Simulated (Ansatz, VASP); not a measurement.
# Cross-check of TiSn between VASP and Ansatz

Wanted: the spread between two codes on one cell, functional and k mesh. The cell is generated by rule, not measured, and may not be a known phase. The cell is taken from a series of runs on this material, whose earlier steps may have relaxed, scaled, displaced or heated it; both programs get it as it stands.

Main program and level: Ansatz 0.2.0; plane waves, with VASP 6.6.1 beside it; PBE.

The structure was built from a prototype and need not be the compound's stable phase.

## Step 1: Set-up

The structure is hexagonal, space group P6_3/mmc (No. 194). Conventional cell: a = 4.802 Å, b = 4.802 Å, c = 5.465 Å, α = 90.00°, β = 90.00°, γ = 120.00°. Nearest to Ti lie 5 Sn at 2.73 to 2.77 Å. Nearest to Sn lie 5 Ti at 2.73 to 2.77 Å. Farther neighbours are not listed.

## Step 2: Ansatz: zone-centre phonons, PBE

Ansatz runs on its default PAW (the set named soft_2) files.

Second derivatives magnify differences that forces hide, and they need a tight electronic threshold.

input.yaml reads:

```yaml
crystal:
  lattice:
    - [4.8023495683, 3.1016e-06, 0.0]
    - [-2.4011774702, 4.1589551732, 0.0]
    - [0.0, 0.0, 5.4649923184]
  atoms:
    - { symbol: Ti, position: [0.3333333333, 0.6666666667, 0.25] }
    - { symbol: Ti, position: [0.6666666667, 0.3333333333, 0.75] }
    - { symbol: Sn, position: [0.6666666667, 0.3333333333, 0.25] }
    - { symbol: Sn, position: [0.3333333333, 0.6666666667, 0.75] }
kpoints:
  mp_grid: { grid: [10, 10, 6] }
hamiltonian:
  xc: pbe
scf:
  occupations: { method: methfessel_paxton, width: 0.15 }
output:
  eigenvalues: true
phonons:
  method: dfpt
  qmesh: [2, 2, 1]
  temperatures: { t_max: 1000, t_step: 50 }
  qpath:
    path:
      - [[0.0, 0.0, 0.0], [0.5, 0.0, 0.0], [0.33333333, 0.33333333, 0.0], [0.0, 0.0, 0.0], [0.0, 0.0, 0.5], [0.5, 0.0, 0.5], [0.33333333, 0.33333333, 0.5], [0.0, 0.0, 0.5]]
      - [[0.5, 0.0, 0.5], [0.5, 0.0, 0.0]]
      - [[0.33333333, 0.33333333, 0.5], [0.33333333, 0.33333333, 0.0]]
    npoints: 10
```

Launch:

```sh
$ ansatz run input.yaml --threads 4 --pin off --max-ram 7168MiB --backend cpu --events-out ev --progress --plain --runs-dir out
```

Numbers of over 12 decimals in the logs are rounded to 6 here.

Log:

```text
Engine: ansatz 0.2.0, aarch64-unknown-linux-gnu
Pseudopotentials: kind: paw
Pseudopotential: Ti, paw, valence charge 12, recommended cutoff 420 eV (normal), Ti.paw.azcp
Pseudopotential: Sn, paw, valence charge 14, recommended cutoff 420 eV (normal), Sn.paw.azcp
Functional definition: PBE
  parameter kappa = 0.804
  parameter beta = 0.066725
  exchange = pbe_x(kappa = kappa, mu = beta*pi^2/3)
  correlation = pbe_c(beta = beta)
Crystal: 4 atoms, lattice volume = 109.151 Å³
Basis set: ecut = 420 eV, 2119 PW (Γ), exchange–correlation on 72×72×80 points (8 copies of the dense FFT grid, shifted against one another)
Bands: 32, of which v1, the nominal top of the filled ones, is band 26 counted from 1 (25 counted from 0)
Symmetry: 24 space group operations
k-points: 56 of 600
Non-local potential: Ti, projectors of the file, l = 0: 3, l = 1: 2, l = 2: 3, l = 3: 1
Non-local potential: Sn, projectors of the file, l = 0: 2, l = 1: 2, l = 2: 2, l = 3: 2
PAW form: soft (Blöchl's): semilocal exchange-correlation on the pseudo side does not see the compensation charge
PAW one-centre angular grid: Ti, 590 points (default); XC on 64 Gauss nodes
PAW one-centre angular grid: Sn, 590 points (default); XC on 64 Gauss nodes
Initial density: superposition of atomic densities (neutral atoms: chi_scale 0, normalization atom), corrected by the library's trained network
Initial wavefunctions: pseudopotential atomic-orbital guess
Functional: x = pbe(κ = 0.804, μ = 0.219515), c = pbe(β = 0.066725)
SCF iter   1: F=—  HF=-17046.840638 eV  |F-HF|=—  |Δ(HF+E_count)|=         —  Δρ=7.75e-3  dr2=8.28e-2  ethr=1.77e-3  ⟨swp⟩=6.0  Hψ=7636  notcnv=0
preconditioner: auto → LDOS  [metal: Δε(μ)=0.047 eV  Ē_g=13.894 eV  σ=0.150 eV  W_gap=0.26  n_scr=22 (ndim 8)  ℏωp=21.3 eV  f_vac=0.065  D(μ)=1.37/eV (n_scr^D=2)  β→1.0]
SCF iter   2: F=—  HF=-17046.853024 eV  |F-HF|=—  |Δ(HF+E_count)|=   1.24e-2  S|Δr|=    0.00e0  Δρ=1.04e-2  dr2=1.60e-1  ethr=1.59e-4  ⟨swp⟩=2.1  Hψ=3961  notcnv=0  defer=16
SCF iter   3: F=—  HF=-17046.824691 eV  |F-HF|=—  |Δ(HF+E_count)|=   2.83e-2  S|Δr|=    0.00e0  Δρ=1.87e-3  dr2=4.60e-3  ethr=1.59e-4  ⟨swp⟩=2.5  Hψ=3184  notcnv=0  defer=16
SCF iter   4: F=—  HF=-17046.823804 eV  |F-HF|=—  |Δ(HF+E_count)|=   8.87e-4  S|Δr|=    0.00e0  Δρ=2.31e-4  dr2=6.56e-5  ethr=8.85e-6  ⟨swp⟩=2.0  Hψ=2086  notcnv=0  defer=16
SCF iter   5: F=—  HF=-17046.823806 eV  |F-HF|=—  |Δ(HF+E_count)|=   2.47e-6  S|Δr|=    0.00e0  Δρ=3.54e-5  dr2=1.22e-6  ethr=1.26e-7  ⟨swp⟩=2.0  Hψ=3021  notcnv=0  defer=16
SCF iter   6: F=—  HF=-17046.823810 eV  |F-HF|=—  |Δ(HF+E_count)|=   3.88e-6  S|Δr|=    0.00e0  Δρ=5.80e-6  dr2=2.52e-8  ethr=2.35e-9  ⟨swp⟩=2.0  Hψ=2241  notcnv=0  defer=4
SCF iter   7: F=—  HF=-17046.823810 eV  |F-HF|=—  |Δ(HF+E_count)|=   5.09e-9  S|Δr|=    0.00e0  Δρ=1.27e-6  dr2=1.40e-9  ethr=4.86e-11  ⟨swp⟩=2.0  Hψ=3072  notcnv=0  defer=4
SCF iter   8: F=—  HF=-17046.823810 eV  |F-HF|=—  |Δ(HF+E_count)|=  7.97e-10  S|Δr|=    0.00e0  Δρ=1.30e-7  dr2=1.22e-11  ethr=2.70e-12  ⟨swp⟩=2.0  Hψ=2785  notcnv=0  defer=4
SCF iter   9: F=-17046.823810 eV  HF=-17046.823810 eV  |F-HF|=3.64e-12  |Δ(HF+E_count)|=  1.82e-11  S|Δr|=    0.00e0  Δρ=3.38e-8  dr2=5.99e-13  ethr=1.00e-12  ⟨swp⟩=6.9  Hψ=7463  notcnv=0
SCF 1 converged in 9 iterations: F = -17046.823810 eV  dr2 = 5.99e-13
  greatest PAW one-centre occupation: 0.999 electrons in one spin orbital (limit 2), on the Ti atom at site 1 (counted from 0), in its partial waves of l = 0
phonons: the bands overlap, so this run is a metal and interpolates without the dipole-dipole term. If the crystal is really an insulator or semiconductor, its LO-TO splitting is missing
NSCF: frozen V_eff on 56 k-points
NSCF: frozen V_eff on 208 k-points
DFPT response loops at q = (0, 0, 0) (fractional): preconditioner auto → Kerker (q_TF=auto, 2.411 Å⁻¹) (partly filled bands, converged f_vac=0.061); β = 1.00, the filter's whole step (`scf.mixing.beta` (0.50) is not read by the response loops under this deck's `scf.mixing.preconditioner`; to damp them name `kerker` or `kerker_dos`, under which they read `scf.mixing.beta`, and type it under 1.00, their step now; both keys bind the ground state too); Broyden in place of MSR1
NSCF: frozen V_eff on 416 k-points
DFPT response loops at q = (0, -0.5, 0) (fractional): mixed as the last ones told, above
SCF converged after 9 iterations
Stability not checked: this state was not tested for a lower state beside it, because cold or Methfessel-Paxton smearing, or corrected tetrahedra, fill the levels in a way that the test cannot read (fill_not_monotonic; see scf.lower_state_search)
Free energy (F): -17046.823810 eV
Harris-Foulkes:  -17046.823810 eV  (|F-HF|=3.64e-12)
Internal energy: -17046.825404 eV  (E = F + TS)
E sigma→0 (E₀):  -17046.824208 eV
Entropy (-TS):   0.001594 eV (0.399 meV/atom)
Fermi energy:    8.559171 eV
--- Per-component energies (eV) ---
  E_band       = -642.459638
  E_kinetic    = 917.409746
  E_local      = -4467.128467  (includes V_loc(G=0)·N_el)
  E_nonlocal   = -44.851652
  E_hartree    = 2221.583371
  E_xc         = -957.829523
  E_vxc        = -433.347930  (∫ρ·V_xc dr)
  E_paw        = -10371.161991  (= ΣΔE_a)
  E_vpaw       = -1057.708347  (= ΣTr[D̂ρ^β])
  E_aug_tail   = 0.000259  (compensation charges beyond the density's cutoff)
  E_ewald      = -4344.847147
  E_smearing   = 0.001594  (= −TS)
  E_closure    = 0.000000  (closes the sum)
  Σ components = -17046.823810   (vs F -17046.823810, Δ=0.00e0)
--- Band table (eV; the first three rows and the last of 56) ---
  k-point 0: bands = [... 22 lower, 7.0499, 7.5580, 7.5580, 8.7546, 8.7546, 9.2890, 9.7158, 9.7158, ... 2 higher]
  k-point 1: bands = [... 22 lower, 7.0250, 7.4256, 7.4256, 8.8845, 8.9258, 8.9258, 9.7381, 9.7381, ... 2 higher]
  k-point 2: bands = [... 22 lower, 6.9965, 7.1987, 7.1987, 7.9349, 9.2573, 9.2573, 9.7159, 9.7159, ... 2 higher]
  k-point 55: bands = [... 22 lower, 6.8195, 6.8195, 7.9247, 7.9247, 8.9100, 8.9100, 9.5790, 9.5790, ... 2 higher]
--- Phonons (Γ-DFPT): 4 representative perturbations + reference (Σ response iterations 12) ---
  ASR residual: 3.358e-5 → 0.000e0 eV/Å²; symmetrization residual: 1.166e-5 eV/Å²
  ASR residual per site (eV/Å²): 2.33e-5 2.33e-5 3.36e-5 3.36e-5
  Γ frequencies (cm⁻¹): 0.00 0.00 0.00 46.33 74.88 74.88 212.19 212.19 215.98 215.98 255.78 264.94
--- Phonons (arbitrary-q DFPT): 2 irreducible q on the 2×2×1 mesh ---
  q = [0.0000, 0.0000, 0.0000] (star 1, of the zone-centre solve; hermiticity 2.46e-6, symmetrization 1.81e-7): -0.00 0.00 0.00 46.33 74.88 74.88 212.19 212.19 215.98 215.98 255.78 264.94
  q = [0.0000, -0.5000, 0.0000] (star 3, 6 solved perturbations in 1080 linear systems a pass and spin channel, the states on 208 of 600 k-point pairs; hermiticity 1.71e-6, symmetrization 6.30e-7): 10.50 28.03 42.85 69.19 110.82 120.30 195.21 203.99 218.19 228.78 266.65 269.96
  sum rule: each row above includes the acoustic sum rule's correction from the zone centre's row sums; it moved no ω² by more than (0.36 cm⁻¹)²
  mesh force constants: q→R imaginary residual 1.18e-17; ASR residual 3.358e-5 → 0.000e0 eV/Å²; symmetrization residual 5.329e-15 eV/Å²
  interpolated dispersion: 93 rows × 12 modes
  density of states and harmonic sums: on the 16×16×11 q-mesh, interpolated from the force constants of a 2×2×1 supercell (no non-analytic term)
  largest difference from the sums on the solved wave vectors: F 2.41e-2 eV, S 1.00e-4 and C_V 6.45e-5 eV/K
  zero-point energy: 0.113550 eV/cell   skipped modes (ω ≤ 0): 3   left out of the sums: 8.88e-5 of the cell's modes: C_V's classical limit lies that fraction below 3 k_B per atom; for a crystal, a wire or a layer, F and S can be off by more, and a phonons.interpolated_qmesh denser along its periods is the remedy for the sampling
```

In the SCF lines HF is the Harris–Foulkes energy and dr2 the Hartree energy of the density residual, in eV; the loop may stop once dr2 is under the threshold and the program's other checks hold. Hψ counts applications of the Hamiltonian.

(Part 1 of 3 ends here.)

[Lines on the potential files, build, host, timing and source positions are cut from VASP's logs without a mark.]

[Logs are printed without paths, hosts, clocks, repeated set-up lines and the standing remarks that a program may print on its own settings, such as how far it seeks lower states.]

[Hosts, paths, dates, database ids (printed as entryN), source tags and the programs' standing remarks are cut or masked in the printed files.]
